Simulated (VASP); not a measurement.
Consider the following.

```
Ni
1.0
    0.00000     1.76000     1.76000
    1.76000     0.00000     1.76000
    1.76000     1.76000     0.00000
Ni
1
Direct
  0.00000   0.00000   0.00000
```
Starting moments (μB, in the order of the record's atoms Ni): 0.8.

Calculation: SCAN meta-GGA, VASP's PBE PAW potentials (set 64) (plane waves; VASP 6.6.1). Numerical set-up: 520 eV cut-off, 16×16×16 Γ-centred mesh, first-order Methfessel-Paxton smearing of 0.10 eV, potentials Ni.

Energy and stress use the plane-wave basis of the starting cell.

Q: The ions, cell shape and volume are relaxed. What does this cell relax into?

A: 
```
Ni
1.0
    0.00000     1.72825     1.72825
    1.72825     0.00000     1.72825
    1.72825     1.72825     0.00000
Ni
1
Cartesian
  0.00000   0.00000   0.00000
```
Space group Fm-3m (225), at a tolerance of 0.03 Å. The cell ends with 0.76 μB, on the sites 0.78 μB.

Q: How do energy and volume change from the first to the last step?

A: The energy (σ→0) changes by -12.2 meV/atom and the volume by -5.3 %, in 5 ionic steps.

```json
[
 {"step": "1", "E(σ→0) (eV)": "-16.1024", "max force (eV/Å)": "0.000", "pressure (GPa)": "-8.38", "volume (Å³)": "10.90"},
 {"step": "2", "E(σ→0) (eV)": "-16.1063", "max force (eV/Å)": "0.000", "pressure (GPa)": "7.27", "volume (Å³)": "10.03"},
 {"step": "3", "E(σ→0) (eV)": "-16.1147", "max force (eV/Å)": "0.000", "pressure (GPa)": "-1.65", "volume (Å³)": "10.42"},
 {"step": "4", "E(σ→0) (eV)": "-16.1147", "max force (eV/Å)": "0.000", "pressure (GPa)": "-0.40", "volume (Å³)": "10.35"},
 {"step": "5", "E(σ→0) (eV)": "-16.1146", "max force (eV/Å)": "0.000", "pressure (GPa)": "0.02", "volume (Å³)": "10.32"}
]
```

The compound is Ni in the fcc structure. This run relaxes it. Symmetry was kept, so distortions that lower it aren't found.
